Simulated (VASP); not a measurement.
Al2W3, 5 atoms in the cell. The structure is hexagonal, space group P6/mmm (No. 191). Conventional cell: a = 4.410 Å, b = 4.410 Å, c = 5.968 Å, α = 90.00°, β = 90.00°, γ = 120.00°. Al (site symmetry -6m2) has 3 Al at 2.55 Å as nearest neighbours. Around W (site symmetry -6m2) lie 6 W at 2.55 Å. Around W (site symmetry 6/mmm) lie 6 W at 2.55 Å. The cell was built by a generator and needn't be a form met in nature.

```yaml
Program: VASP 6.6.1
Task: relaxation of cell and atoms
Functional: PBE
Potentials_or_basis: VASP PAW PBE potentials, release 64 (Al, W_sv)
Cutoff: 520 eV
k_mesh: 5 × 5 × 3
Occupations: gaussian, width 0.15 eV
Spin: no spin polarisation
Further_INCAR_settings: PREC = Normal; ALGO = Fast; EDIFF = 0.0001; IBRION = 2; EDIFFG = -0.08; NSW = 24; ISIF = 3
```

Potentials or basis: VASP PAW PBE potentials, release 64 (Al, W_sv).

The run is started by

```sh
$ cat potpaw_PBE.64/Al/POTCAR potpaw_PBE.64/W_sv/POTCAR > POTCAR
$ mpirun -np 1 vasp_std > vasp.out
```

Hardware: 1 thread of Intel(R) Xeon(R) Platinum 8259CL CPU @ 2.50GHz (Skylake/Cascade Lake), with other jobs on the host.

Task: Estimate the wall time of this run.

Result: Wall time 2.2 min on 1 thread of Intel(R) Xeon(R) Platinum 8259CL CPU @ 2.50GHz (Skylake/Cascade Lake), on a shared host, peak memory 0.19 GiB. Counts: scf iterations 95, k points 10, ion steps 9.
